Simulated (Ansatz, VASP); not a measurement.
# Cross-check of Hf3Te2 between VASP and Ansatz

Wanted: the spread between two codes on one cell, functional and k mesh. The structure shown is the start of the Ansatz relaxation below; VASP solves that cell, so the two are compared at the walk's first step.

Main program and level: Ansatz 0.2.0; plane waves, with VASP 6.6.1 beside it; single point at PBEsol with D3(BJ).

## 1. Starting point

The cell holds 5 atoms: 2 Te and 3 Hf. Its edges and angles: a = 3.684 Å, b = 3.684 Å, c = 21.082 Å, α = 90.0°, β = 90.0°, γ = 90.0°. It derives from Hf3Te2. As first built, before any earlier steps moved the atoms (in the runner's words): kind sheets cut from a layered crystal; sheets 1. Vacuum lies along c.

## 2. Ansatz: relaxation, PBEsol with D3(BJ)

Ansatz runs on its default PAW (the set named soft_2) files.

The two programs are compared at the cell with which this relaxation starts, whose forces are those of its first step.

Input file input.yaml:

```yaml
crystal:
  lattice:
    - [3.683652063, 0.0, 0.0]
    - [0.0, 3.683652063, 0.0]
    - [0.0, 0.0, 21.0823554049]
  atoms:
    - { symbol: Te, position: [0.0, 0.0, 0.644252274] }
    - { symbol: Hf, position: [0.5, 0.5, 0.582037322] }
    - { symbol: Hf, position: [0.0, 0.0, 0.5] }
    - { symbol: Hf, position: [0.5, 0.5, 0.417962678] }
    - { symbol: Te, position: [0.0, 0.0, 0.355747726] }
kpoints:
  mp_grid: { grid: [8, 8, 1] }
scf:
  occupations: { method: fermi_dirac, width: 0.05 }
  n_extra_bands: 8
hamiltonian:
  xc: pbesol
  pseudopotentials: { kind: paw }
  dispersion: d3bj
output:
  forces: true
  write_potential: true
  volumetric_format: []
relax:
  f_tol: 0.03
  max_steps: 45
  cell: { fix: [c, alpha, beta] }
```

Launch:

```bash
$ ansatz run input.yaml --threads 4 --pin off --max-ram 8192MiB --backend cpu --events-out ev --progress --plain --runs-dir out
```

Numbers of over 12 decimals in the logs are rounded to 6 here.

What it wrote:

```text
scf.n_extra_bands = 8 over 55 filled bands (N_el = 110.0): the run solves 63 bands
Engine: ansatz 0.2.0, x86_64-unknown-linux-gnu
Pseudopotentials: kind: paw
Pseudopotential: Te, paw, valence charge 16, recommended cutoff 420 eV (normal), Te.paw.azcp
Pseudopotential: Hf, paw, valence charge 26, recommended cutoff 420 eV (normal), Hf.paw.azcp
Functional definition: PBEsol
  exchange = pbesol_x
  correlation = pbesol_c
Crystal: 5 atoms, lattice volume = 286.073 Å³
Basis set: ecut = 420 eV, 5607 PW (Γ), exchange–correlation on 50×50×288 points (8 copies of the dense FFT grid, shifted against one another)
Bands: 63, of which v1, the nominal top of the filled ones, is band 55 counted from 1 (54 counted from 0)
Symmetry: 16 space group operations
Space group: P4/mmm (ITA 123), of the structure as read, at distance tolerance 6.6e-5 Å
k-points: 15 of 64
Non-local potential: Te, projectors of the file, l = 0: 2, l = 1: 2, l = 2: 2, l = 3: 2
Non-local potential: Hf, projectors of the file, l = 0: 3, l = 1: 2, l = 2: 2, l = 3: 3
PAW form: soft (Blöchl's): semilocal exchange-correlation on the pseudo side does not see the compensation charge
PAW frozen core: Te, regenerated for the run's functional, and the local potential with it (the file was generated under x = pbe(κ = 0.804, μ = 0.219515), c = pbe(β = 0.066725))
PAW frozen core: Hf, regenerated for the run's functional, and the local potential with it (the file was generated under x = pbe(κ = 0.804, μ = 0.219515), c = pbe(β = 0.066725))
PAW one-centre angular grid: Te, 590 points (default); XC on 64 Gauss nodes
PAW one-centre angular grid: Hf, 590 points (default); XC on 64 Gauss nodes
Initial density: superposition of atomic densities (neutral atoms: chi_scale 0, normalization atom), corrected by the library's trained network
Initial wavefunctions: pseudopotential atomic-orbital guess
Functional: x = pbesol(κ = 0.804, μ = 0.123457), c = pbesol(β = 0.046)
SCF iter   1: F=—  HF=-60601.912148 eV  |F-HF|=—  |Δ(HF+E_count)|=         —  Δρ=3.31e-3  dr2=1.46e-1  ethr=1.77e-3  ⟨swp⟩=7.7  Hψ=3510  notcnv=0  defer=2
preconditioner: auto → LDOS  [metal: Δε(μ)=0.024 eV  Ē_g=11.273 eV  σ=0.050 eV  W_gap=0.12  n_scr=58 (ndim 8)  ℏωp=17.8 eV  f_vac=0.563  D(μ)=2.31/eV (n_scr^D=8)  β→1.0]
SCF iter   2: F=—  HF=-60601.908453 eV  |F-HF|=—  |Δ(HF+E_count)|=   3.70e-3  Δρ=2.12e-3  dr2=1.29e-1  ethr=1.33e-4  ⟨swp⟩=3.1  Hψ=1813  notcnv=0  defer=24
SCF iter   3: F=—  HF=-60601.892943 eV  |F-HF|=—  |Δ(HF+E_count)|=   1.55e-2  Δρ=4.66e-4  dr2=2.24e-3  ethr=1.17e-4  ⟨swp⟩=2.7  Hψ=1177  notcnv=0  defer=24
SCF iter   4: F=—  HF=-60601.892958 eV  |F-HF|=—  |Δ(HF+E_count)|=   1.58e-5  Δρ=1.30e-4  dr2=6.75e-5  ethr=2.04e-6  ⟨swp⟩=2.0  Hψ=1282  notcnv=0  defer=24
SCF iter   5: F=—  HF=-60601.892727 eV  |F-HF|=—  |Δ(HF+E_count)|=   2.32e-4  Δρ=5.87e-5  dr2=8.50e-6  ethr=6.14e-8  ⟨swp⟩=2.9  Hψ=1822  notcnv=0  defer=24
SCF iter   6: F=—  HF=-60601.892725 eV  |F-HF|=—  |Δ(HF+E_count)|=   1.37e-6  Δρ=2.02e-5  dr2=1.66e-6  ethr=7.73e-9  ⟨swp⟩=2.1  Hψ=1780  notcnv=0  defer=24
SCF iter   7: F=—  HF=-60601.892725 eV  |F-HF|=—  |Δ(HF+E_count)|=   5.17e-7  Δρ=7.59e-6  dr2=1.59e-7  ethr=1.51e-9  ⟨swp⟩=2.5  Hψ=1845  notcnv=0  defer=24
SCF iter   8: F=-60601.892725 eV  HF=-60601.892725 eV  |F-HF|=3.39e-8  |Δ(HF+E_count)|=   9.26e-8  Δρ=3.49e-6  dr2=3.17e-8  ethr=9.09e-11  ⟨swp⟩=9.9  Hψ=7204  notcnv=0
SCF 1 converged in 8 iterations: F = -60601.892725 eV  dr2 = 3.17e-8
  greatest PAW one-centre occupation: 0.998 electrons in one spin orbital (limit 2), on the Te atom at site 4 (counted from 0), in its partial waves of l = 2
relax step   1: F+E_penalty+E_count = -60601.89272492 eV  Δ(F+E_penalty+E_count) = +0.000e0 eV  max|allowed force component| = 2.632e-1 eV/Å  Δτ_max = 0.0000 Å  P = -1.803 GPa  Ω = 286.073 Å³  fix = [c, alpha, beta]  reactions: c -1.416 GPa  (8 SCF iters, dr2 threshold 1.00e-7 eV, accepted)
Crystal: 5 atoms, lattice volume = 266.553 Å³
Basis set: ecut = 420 eV, 5203 PW (Γ), exchange–correlation on 50×50×288 points (8 copies of the dense FFT grid, shifted against one another)
Initial density: handed on by an earlier stage of this run
Initial wavefunctions: those handed on with the density
iter 1 solved again at ethr=2.14e-3 eV; its pass at ethr=3.10e-3 eV (dr2=2.35e0 eV) is discarded
SCF iter   1: F=—  HF=-60601.897586 eV  |F-HF|=—  |Δ(HF+E_count)|=         —  Δρ=1.09e-2  dr2=2.36e0  ethr=2.14e-3  ⟨swp⟩=1.4  Hψ=4637  notcnv=0
preconditioner: auto → LDOS  [metal: Δε(μ)=0.084 eV  Ē_g=15.983 eV  σ=0.050 eV  W_gap=0.37  n_scr=58 (ndim 8)  ℏωp=20.8 eV  f_vac=0.578  D(μ)=3.90/eV (n_scr^D=10)  β→1.0]
SCF iter   2: F=—  HF=-60601.661156 eV  |F-HF|=—  |Δ(HF+E_count)|=   2.36e-1  Δρ=4.71e-3  dr2=1.09e-1  ethr=2.14e-3  ⟨swp⟩=3.0  Hψ=1443  notcnv=0  defer=2
[...]
Initial wavefunctions: pseudopotential atomic-orbital guess (no wavefunctions were taken with the density)
iter 1 solved again at ethr=2.15e-7 eV; its pass at ethr=3.10e-3 eV (dr2=2.36e-4 eV) is discarded
SCF iter   1: F=—  HF=-60601.968550 eV  |F-HF|=—  |Δ(HF+E_count)|=         —  Δρ=2.36e-5  dr2=2.33e-7  ethr=2.15e-7  ⟨swp⟩=4.5  Hψ=6581  notcnv=0
preconditioner: auto → LDOS  [metal: Δε(μ)=0.136 eV  Ē_g=15.899 eV  σ=0.050 eV  W_gap=0.46  n_scr=58 (ndim 8)  ℏωp=20.4 eV  f_vac=0.567  D(μ)=2.80/eV (n_scr^D=8)  β→1.0]
SCF iter   2: F=—  HF=-60601.968339 eV  |F-HF|=—  |Δ(HF+E_count)|=   2.11e-4  Δρ=2.27e-5  dr2=9.94e-7  ethr=2.12e-10  ⟨swp⟩=4.0  Hψ=2893  notcnv=0
SCF iter   3: F=—  HF=-60601.968337 eV  |F-HF|=—  |Δ(HF+E_count)|=   2.18e-6  Δρ=6.84e-6  dr2=1.61e-7  ethr=2.12e-10  ⟨swp⟩=3.1  Hψ=2113  notcnv=0
SCF iter   4: F=—  HF=-60601.968337 eV  |F-HF|=—  |Δ(HF+E_count)|=   7.71e-8  Δρ=9.88e-7  dr2=6.10e-9  ethr=1.47e-10  ⟨swp⟩=2.0  Hψ=1771  notcnv=0
SCF iter   5: F=—  HF=-60601.968337 eV  |F-HF|=—  |Δ(HF+E_count)|=  2.91e-11  Δρ=2.82e-7  dr2=1.38e-10  ethr=5.55e-12  ⟨swp⟩=2.5  Hψ=1772  notcnv=0
SCF iter   6: F=-60601.968337 eV  HF=-60601.968337 eV  |F-HF|=7.28e-12  |Δ(HF+E_count)|=   1.85e-9  Δρ=9.27e-8  dr2=2.09e-11  ethr=1.00e-12  ⟨swp⟩=9.3  Hψ=5976  notcnv=0
SCF 6 converged in 6 iterations: F = -60601.968337 eV  dr2 = 2.09e-11
relax step   6: F+E_penalty+E_count = -60601.96833698 eV  Δ(F+E_penalty+E_count) = +9.326e-4 eV  max|allowed force component| = 3.119e-3 eV/Å  Δτ_max = 0.0000 Å  P = -0.004 GPa  Ω = 277.176 Å³  fix = [c, alpha, beta]  reactions: c -0.022 GPa  stress off target by 5.26e-3 GPa on what of the cell is left free  SCF on the basis re-selected at this cell (its energy is not comparable with the rows above)  (6 SCF iters)
basis re-selected at this cell: Δ(F+E_penalty+E_count) = +9.326e-4 eV, ΔP = +0.000 GPa vs the last step (what re-selecting the basis moved, of the pressure what is left beyond the Pulay correction that the steps carried, after the strain that the cell walked since its last selection, with what the two solves' SCF thresholds leave and, on support functions, any second-order correction that the steps lacked; it is no m [...]
WARN: The output density's exchange-correlation potential varies sharply where the density is thin. Do not read a vacuum level from v_tot or v_xc, or from such a field of the output density. On a cell that repeats whose density bears no net charge and no dipole along the vacuum's axis use v_es (v_loc + v_h of the components); under efield.dipole_correction with no amplitude use v_es + v_field, which holds any externa [...]
SCF converged after 6 iterations
Free energy (F): -60601.968337 eV
Harris-Foulkes:  -60601.968337 eV  (|F-HF|=7.28e-12)
Internal energy: -60601.945060 eV  (E = F + TS)
E sigma→0 (E₀):  -60601.956699 eV
Entropy (-TS):   -0.023277 eV (-4.655 meV/atom)
Fermi energy:    4.774015 eV
--- Per-component energies (eV) ---
  E_band       = -1717.384369
  E_kinetic    = 1640.905464
  E_local      = -146521.951710  (includes V_loc(G=0)·N_el)
  E_nonlocal   = -4331.229741
  E_hartree    = 72503.086606
  E_xc         = -1142.689328
  E_vxc        = -1010.124882  (∫ρ·V_xc dr)
  E_paw        = -29591.179052  (= ΣΔE_a)
  E_vpaw       = 3498.843224  (= ΣTr[D̂ρ^β])
  E_aug_tail   = -0.000405  (compensation charges beyond the density's cutoff)
  E_ewald      = 46838.487814
  E_disp       = -1.877614  (pairwise vdW)
  E_core_change = 4.502905  (= ΣΔE_core)
  E_smearing   = -0.023277  (= −TS)
  E_closure    = -0.000000  (closes the sum)
  Σ components = -60601.968337   (vs F -60601.968337, Δ=0.00e0)
--- Forces (eV/Å), atoms counted from 1 ---
  atom   1  Te     0.00000000     0.00000000     0.00046079
  atom   2  Hf     0.00000000     0.00000000    -0.00311906
  atom   3  Hf     0.00000000     0.00000000     0.00000000
  atom   4  Hf     0.00000000     0.00000000     0.00311906
  atom   5  Te     0.00000000     0.00000000    -0.00046079
  max |Σ_I F_I| component: 5.42e-20 eV/Å
--- Stress (GPa, compression-positive) ---
        0.005258       0.000000       0.000000
        0.000000       0.005258       0.000000
        0.000000       0.000000      -0.022400
  P = ⅓ Tr σ = -0.0040 GPa (-0.040 kbar)
--- Band table (eV; the first three rows and the last of 15) ---
  k-point 0: bands = [... 51 lower, 3.4410, 3.4410, 3.7624, 6.0634, 6.1374, 6.1374, 6.4258, 6.9516, ... 4 higher]
  k-point 1: bands = [... 51 lower, 3.3052, 3.3506, 4.3600, 5.7252, 5.9787, 6.0152, 6.3007, 6.8207, ... 4 higher]
  k-point 2: bands = [... 51 lower, 3.1350, 3.6612, 4.5555, 5.3599, 5.6854, 5.7872, 6.1551, 6.6882, ... 4 higher]
  k-point 14: bands = [... 51 lower, 2.4380, 4.1719, 4.1719, 4.6973, 4.6973, 5.7851, 6.8333, 8.1948, ... 4 higher]
--- Relaxed structure (5 steps of the walk, 4 accepted, 1 SCFs on fresh bases) ---
  F+E_penalty+E_count = -60601.96833698 eV   max|allowed force component| = 3.119e-3 eV/Å   (the final SCF, on the basis selected at the relaxed cell)
  cell:  # Å, volume = 277.1761 Å³
    - [3.625921, 0, 0.0]
    - [0, 3.625921, 0.0]
    - [0.0, 0.0, 21.0823554049]
  atoms:
    - { symbol: Te, position: [0, 0, 0.642860] }
    - { symbol: Hf, position: [0.5, 0.5, 0.580090] }
    - { symbol: Hf, position: [0, 0, 0.5] }
    - { symbol: Hf, position: [0.5, 0.5, 0.419910] }
    - { symbol: Te, position: [0, 0, 0.357140] }
```

## 3. VASP: single point, PBEsol with D3(BJ), start cell

The same cell, functional, mesh and smearing now go to VASP, with its own data sets.

Lines of VASP's logs that name or quote its potential files are left out, and so is its time.

Input file INCAR:

```
SYSTEM = Hf3Te2
PREC = Accurate
ENCUT = 400
EDIFF = 1E-06
NELM = 120
ISMEAR = -1
SIGMA = 0.05
LREAL = .FALSE.
ALGO = Normal
GGA = PS
IVDW = 12
NBANDS = 27
LASPH = .TRUE.
LORBIT = 11
LWAVE = .FALSE.
LCHARG = .FALSE.
ISIF = 2
GGA_COMPAT = .FALSE.
KPAR = 2
```

Input file POSCAR:

```
Hf3Te2
1.0
    3.6836520000      0.0000000000      0.0000000000
    0.0000000000      3.6836520000      0.0000000000
    0.0000000000      0.0000000000     21.0823550000
Te Hf
2 3
Direct
    0.0000000000      0.0000000000      0.6442522669
    0.0000000000      0.0000000000      0.3557477331
    0.5000000000      0.5000000000      0.5820373483
    0.0000000000      0.0000000000      0.5000000237
    0.5000000000      0.5000000000      0.4179626991
```

Input file KPOINTS:

```
Automatic mesh
0
Gamma
8 8 1
0 0 0
```

PAW data sets: Te and Hf_pv (PBE family, release 64).

Launch:

```bash
$ mpirun -np 2 vasp_std
```

What it wrote:

```text
[banner, memory and clock lines left out]
running    2 mpi-ranks, on    1 nodes
 distrk:  each k-point on    1 cores,    2 groups
 distr:  one band on    1 cores,    1 groups

 POSCAR found type information on POSCAR TeHf
 POSCAR found :  2 types and       5 ions
|                                                                             |
|               ----> ADVICE to this user running VASP <----                  |
|                                                                             |
|     You enforced a specific xc type in the INCAR file but a different       |
|     [... a line on the potential file left out ...]
|     I HOPE YOU KNOW WHAT YOU ARE DOING!                                     |
|                                                                             |

 LDA part: xc-table for (Slater+PW92), standard interpolation
 POSCAR, INCAR and KPOINTS ok, starting setup
 FFT: planning ... GRIDC
 FFT: planning ... GRID_SOFT
 FFT: planning ... GRID
 WAVECAR not read
 entering main loop
       N       E                     dE             d eps       ncg     rms          rms(c)
DAV:   1     0.155059457850E+03    0.15506E+03   -0.18798E+04  1114   0.102E+03
DAV:   2    -0.313711234755E+02   -0.18643E+03   -0.18365E+03  1038   0.234E+02
DAV:   3    -0.436029119850E+02   -0.12232E+02   -0.12000E+02  1011   0.499E+01
DAV:   4    -0.440744453596E+02   -0.47153E+00   -0.46984E+00  1212   0.101E+01
DAV:   5    -0.440814075978E+02   -0.69622E-02   -0.69592E-02  1129   0.143E+00    0.827E+01
DAV:   6    -0.419982150839E+02    0.20832E+01   -0.72255E+00   981   0.127E+01    0.435E+01
DAV:   7    -0.415916071954E+02    0.40661E+00   -0.26164E+00   953   0.783E+00    0.994E+00
DAV:   8    -0.415444180006E+02    0.47189E-01   -0.35027E-01  1049   0.282E+00    0.205E+00
DAV:   9    -0.415366819052E+02    0.77361E-02   -0.69186E-02   972   0.132E+00    0.115E+00
DAV:  10    -0.415374928777E+02   -0.81097E-03   -0.60692E-03  1140   0.380E-01    0.730E-01
DAV:  11    -0.415382310652E+02   -0.73819E-03   -0.31728E-03  1004   0.233E-01    0.246E-01
DAV:  12    -0.415385754204E+02   -0.34436E-03   -0.50485E-04  1076   0.921E-02    0.118E-01
DAV:  13    -0.415388252458E+02   -0.24983E-03   -0.55016E-05  1188   0.323E-02    0.108E-01
DAV:  14    -0.415395542241E+02   -0.72898E-03   -0.35448E-04   939   0.632E-02    0.877E-02
DAV:  15    -0.415397265868E+02   -0.17236E-03   -0.53964E-05  1001   0.230E-02    0.349E-02
DAV:  16    -0.415398906977E+02   -0.16411E-03   -0.38170E-05   829   0.195E-02    0.150E-02
DAV:  17    -0.415399021506E+02   -0.11453E-04   -0.25842E-06   916   0.627E-03    0.153E-02
DAV:  18    -0.415399442906E+02   -0.42140E-04   -0.37713E-06   797   0.541E-03    0.143E-02
DAV:  19    -0.415399467607E+02   -0.24700E-05   -0.97070E-07   835   0.265E-03    0.517E-03
DAV:  20    -0.415399804505E+02   -0.33690E-04   -0.83354E-07   766   0.313E-03    0.615E-03
DAV:  21    -0.415399859734E+02   -0.55229E-05   -0.46583E-07   747   0.193E-03    0.487E-03
DAV:  22    -0.415399961874E+02   -0.10214E-04   -0.39737E-07   687   0.164E-03    0.149E-03
DAV:  23    -0.415400012137E+02   -0.50263E-05   -0.34734E-07   720   0.127E-03    0.145E-03
DAV:  24    -0.415400015937E+02   -0.37994E-06   -0.25123E-08   589   0.455E-04
   1 F= -.43346203E+02 E0= -.43336432E+02  d E =-.195418E-01
```

(Continued in part 2 of 2.)

[Lines on the potential files, build, host, timing and source positions are cut from VASP's logs without a mark.]

[Logs are printed without paths, hosts, clocks, repeated set-up lines and the standing remarks that a program may print on its own settings, such as how far it seeks lower states.]

[Hosts, paths, dates, database ids (printed as entryN), source tags and the programs' standing remarks are cut or masked in the printed files.]
